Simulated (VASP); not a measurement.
Output of a VASP run:

### OSZICAR
```
       N       E                     dE             d eps       ncg     rms          rms(c)
RMM:   1     0.237788828412E+03    0.23779E+03   -0.13276E+04  1615   0.149E+03
RMM:   2    -0.311224663737E+02   -0.26891E+03   -0.42057E+03  1615   0.453E+02
RMM:   3     0.100452469847E+01    0.32127E+02   -0.51467E+02  1615   0.221E+02
RMM:   4    -0.688655719410E+01   -0.78911E+01   -0.88470E+01  1615   0.108E+02
RMM:   5    -0.896105688762E+01   -0.20745E+01   -0.43925E+01  1615   0.612E+01
RMM:   6    -0.984655164190E+01   -0.88549E+00   -0.48174E+01  1615   0.485E+01
RMM:   7    -0.106106288664E+02   -0.76408E+00   -0.73102E+01  1615   0.437E+01
RMM:   8    -0.111749210549E+02   -0.56429E+00   -0.92806E+01  1615   0.440E+01
RMM:   9    -0.759258694308E+01    0.35823E+01   -0.40528E+01  5090   0.423E+01
RMM:  10    -0.776395494438E+01   -0.17137E+00   -0.51936E-01  5025   0.352E+00
RMM:  11    -0.776869263107E+01   -0.47377E-02   -0.45922E-02  5161   0.128E+00
RMM:  12    -0.777033139776E+01   -0.16388E-02   -0.16502E-02  5474   0.547E-01    0.105E+00
RMM:  13    -0.776726369116E+01    0.30677E-02   -0.93837E-03  4082   0.130E+00    0.640E-01
RMM:  14    -0.776718306275E+01    0.80628E-04   -0.13818E-02  3805   0.143E+00    0.106E-01
RMM:  15    -0.776748392109E+01   -0.30086E-03   -0.30346E-03  4230   0.703E-01    0.250E-02
RMM:  16    -0.776761791182E+01   -0.13399E-03   -0.13293E-03  5426   0.336E-01    0.317E-02
RMM:  17    -0.776762415269E+01   -0.62409E-05   -0.10108E-04  4712   0.867E-02    0.292E-02
RMM:  18    -0.776761562242E+01    0.85303E-05   -0.31024E-05  3966   0.813E-02    0.103E-02
RMM:  19    -0.776761616635E+01   -0.54393E-06   -0.13654E-05  3598   0.365E-02    0.116E-02
RMM:  20    -0.776761420002E+01    0.19663E-05   -0.37354E-06  3147   0.236E-02    0.310E-03
RMM:  21    -0.776761512672E+01   -0.92670E-06   -0.40391E-06  3078   0.160E-02
   1 F= -.77676151E+01 E0= -.77676749E+01  d E =0.179190E-03
```

**OUTCAR**
```
------------------------ aborting loop because EDIFF is reached ----------------------------------------
  FORCE on cell =-STRESS in cart. coord.  units (eV):
  Direction    XX          YY          ZZ          XY          YZ          ZX
  --------------------------------------------------------------------------------------
  Total        0.6870147      0.6713975      0.6731216      0.0000000      0.0000000      0.0051886
  in kB       15.5295775     15.1765596     15.2155313      0.0000000      0.0000000      0.1172860
  external PRESSURE =      15.3072228 kB  Pullay stress =       0.0000000 kB
  volume of cell :       70.88
      direct lattice vectors                 reciprocal lattice vectors
     4.165820000 -2.275000000  0.000000000     0.120024389 -0.219780220 -0.093832916
     4.165820000  2.275000000  0.000000000     0.120024389  0.219780220 -0.093832916
     2.923417000  0.000000000  3.739427000     0.000000000  0.000000000  0.267420650
 POSITION                                       TOTAL-FORCE (eV/Angst)
 -----------------------------------------------------------------------------------
      2.63368      0.00000      0.87503         0.164271      0.000000      0.054578
      8.62137      0.00000      2.86440        -0.164271      0.000000     -0.054578
 -----------------------------------------------------------------------------------
    total drift:                               -0.000000     -0.000000     -0.000000
  FREE ENERGIE OF THE ION-ELECTRON SYSTEM (eV)
  ---------------------------------------------------
  free  energy   TOTEN  =        -7.7676151267 eV

  energy  without entropy=       -7.7677943165  energy(sigma->0) =       -7.76767486
```
(Selected blocks of OUTCAR.)

**POSCAR**
```
Bi
1
    4.1658200000    -2.2750000000     0.0000000000
    4.1658200000     2.2750000000     0.0000000000
    2.9234170000     0.0000000000     3.7394270000
Bi
2
Direct
  0.2340000000   0.2340000000   0.2340000000
  0.7660000000   0.7660000000   0.7660000000
```

Task: Reconstruct the remaining input files.

Result: This is not unique; one that fits is the input of the run itself, PBE GGA, plane waves, VASP's PBE PAW potentials (set 64).

### KPOINTS
```
Automatic mesh
0
Gamma
9 9 9
```

INCAR:
```
GGA = PE   ! PBE
LREAL = .False.   ! projection in real space or not
LWAVE = .False.
NELM = 100   ! most electronic steps
LMAXMIX = 4   ! l cut-off of mixed one-centre charges
EDIFF = 1E-6
ENCUT = 400
PREC = Accurate
LASPH = .True.   ! aspherical one-centre terms
ISIF = 2   ! forces and stress, cell fixed
SIGMA = 0.1   ! width (eV)
SYSTEM = Bi
ISMEAR = 1
LCHARG = .False.
ALGO = VeryFast
```

POTCAR, in this order: Bi_d (PBE.64 set). Program: vasp_std.

The compound is Bi in the a7 structure. The cell was not relaxed at this level. The run is one of a series of settings (ALGO = VeryFast against the base run), some of them coarse on purpose.
